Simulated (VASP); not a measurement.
```
Al2Au
1.0
    0.00000     3.00537     3.00537
    3.00537     0.00000     3.00537
    3.00537     3.00537     0.00000
Al Au
2 1
Direct
  0.25000   0.25000   0.25000
  0.75000   0.75000   0.75000
  0.00000   0.00000   0.00000
```

Calculation: vdW-DF-cx, VASP's PBE PAW potentials (set 64) (plane waves; VASP). Run with 520 eV cut-off, 10×10×10 Γ-centred mesh, tetrahedra with Blöchl corrections, potentials Al Au.

Problem. The job: AuAl₂ (fluorite), 3 atoms, vdW-DF-cx, static run, 520 eV, 10×10×10 Γ-centred mesh. Roughly how much core time does it take on a busy server core?

Solution. About 40 core-seconds (one run on a shared machine, a rough figure). It had 47 irreducible k-points, 12 bands, up to 1476 plane waves and 14 electronic steps.

The compound is AuAl2 in the fluorite structure. It was relaxed first. The electron count is odd and the run is not spin-polarised, which forces a metal.
